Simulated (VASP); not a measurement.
A convergence study with VASP on ZrB₂ (space group no. 191 when undisturbed): a few settings are varied, all else stays as given below, so the limit is that of these other settings. One atom is moved off its site, so that forces are finite.

```xyz
3
Lattice="1.5929 -2.7590 0.0000 1.5929 2.7590 0.0000 0.0000 0.0000 3.5476" Properties=species:S:1:pos:R:3 pbc="T T T"
Zr     0.0000     0.0000     0.0500
B      1.5929     0.9197     1.7738
B      1.5929    -0.9197     1.7738
```

Method: PBE GGA, VASP's PBE PAW potentials (set 64) (plane waves; VASP 6.6.1). The last row used: 400 eV cut-off, 14×14×11 Γ-centred mesh, tetrahedra with Blöchl corrections, potentials Zr_sv B.

| setting | E (eV/atom) | pressure (GPa) | largest force (eV/Å) | irreducible k-points |
|---|---|---|---|---|
| 5×5×4 mesh | … | … | 0.683 | 15 |
| 6×6×5 mesh | -8.3094 | -2.15 | 0.635 | 21 |
| 8×8×6 mesh | -8.3196 | -2.26 | 0.682 | 40 |
| 9×9×7 mesh | -8.3167 | -2.20 | 0.681 | 48 |
| 12×12×9 mesh | -8.3194 | -2.26 | 0.683 | 95 |
| 14×14×11 mesh | … | … | … | 144 |

Task: What belongs in the gaps?

Result: 
- 5×5×4 mesh, E (eV/atom): -8.3105
- 5×5×4 mesh, pressure (GPa): -2.04
- 14×14×11 mesh, E (eV/atom): -8.3190
- 14×14×11 mesh, pressure (GPa): -2.24
- 14×14×11 mesh, largest force (eV/Å): 0.686

Left out are rungs that failed or repeat a setting and relaxations that didn't move; long series are thinned to 24 rows.

The structure is a typed ZrB2 crystal (space group no. 191). The cell was not relaxed at this level, it is distorted from the ideal structure.
